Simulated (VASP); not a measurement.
An input for Ansatz (written as the equivalent of a VASP run, and not itself run):

Ansatz 0.2 input:
```yaml
crystal:
  lattice:
    - [1.9065928, -3.3023181, 0.0000000]
    - [1.9065928, 3.3023181, 0.0000000]
    - [0.0000000, 0.0000000, 6.0748438]
  atoms:
    - { symbol: Cd, position: [0.0000000, 0.0000000, 0.0000000] }
    - { symbol: I, position: [0.3333330, 0.6666670, 0.2881313] }
    - { symbol: I, position: [0.6666670, 0.3333330, 0.7118687] }
kpoints:
  mp_grid: { grid: [7, 7, 4] }
hamiltonian:
  xc: pbe
  pseudopotentials: { kind: paw }
scf:
  occupations: { method: gaussian, width: 0.05 }
  max_iter: 100
relax:
  max_steps: 40
  f_tol: 0.02
  cell: { p_target: 20 }
output: { forces: true, stress: true, eigenvalues: true }
```

Task: Write the VASP files for the same calculation (PBE).

Result: This is not unique; one that fits is 
### POSCAR
```
CdI2
1
    1.9065927608    -3.3023181055    -0.0000000000
    1.9065927608     3.3023181055     0.0000000000
    0.0000000000     0.0000000000     6.0748438197
Cd I
1 2
Direct
  0.0000000000   0.0000000000   0.0000000000
  0.3333330000   0.6666670000   0.2881313242
  0.6666670000   0.3333330000   0.7118686758
```

INCAR:
```
# general
SYSTEM   =  CdI2
PREC     =  Accurate
ENCUT    =  500
LREAL    =  .FALSE.
LASPH    =  .TRUE.

# electronic loop
EDIFF    =  1E-6
NELM     =  100
ALGO     =  Normal
LMAXMIX  =  4

# smearing
ISMEAR   =  0
SIGMA    =  0.05

# functional
GGA      =  PE

# ions
IBRION   =  2
NSW      =  40
ISIF     =  3
EDIFFG   =  -0.02
PSTRESS  =  200

# output
LWAVE    =  .FALSE.
LCHARG   =  .FALSE.
```

**KPOINTS**
```
Automatic mesh
0
Gamma
7 7 4
0 0 0
```

POTCAR, in this order: Cd I (PBE.64 set). Program: vasp_std.

What does not carry over: each code has its own PAW files, so the cut-off isn't converted (ENCUT is set for VASP's; basis.ecutwfc is left out, and Ansatz then takes the one that its files recommend); Ansatz stops its SCF on the density residual and VASP on the energy change (EDIFF).

The compound is CdI2 in the 1T layered structure. This run relaxes it under an external pressure of 20 GPa. Symmetry was kept, so distortions that lower it aren't found.
